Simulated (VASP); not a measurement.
# CuI (space group P6_3mc): computed properties

Calculation: r2SCAN meta-GGA, VASP's PBE PAW potentials (set 64) (plane waves; VASP).

```yaml
space_group: P6_3mc (186)
cell: a = 4.235 Å, b = 4.235 Å, c = 6.994 Å, α = 90.00°, β = 90.00°, γ = 120.00°
volume_per_atom: 27.16 Å³/atom
band gap (over mesh and band path): 1.73 eV
smallest direct gap (over mesh and band path): 1.73 eV
band_edge_character: direct, Γ to Γ
density: 5.82 g/cm³
```

CuI is modelled in the hexagonal space group P6₃mc (No. 186), the wurtzite structure, Pearson symbol hP4. Conventional cell: a = b = 4.2349 Å, c = 6.9941 Å, α = β = 90.00°, γ = 120.00°. Cu on 2b is surrounded by 4 I at 2.596–2.606 Å (tetrahedral). I on 2b sees 4 Cu at 2.596–2.606 Å (tetrahedral). (Neighbours: up to the widest gap in distance over summed covalent radii, below 1.35, at either atom; cation-cation and far metal-metal contacts left out.)

Unless said otherwise, spin-orbit coupling is left out, though it shifts the bands of the heavy elements here.

The structure comes from a computed database's CuI entry (P6_3mc); how it stands against other phases isn't given here. It was relaxed first. Symmetry was kept, so distortions that lower it aren't found.
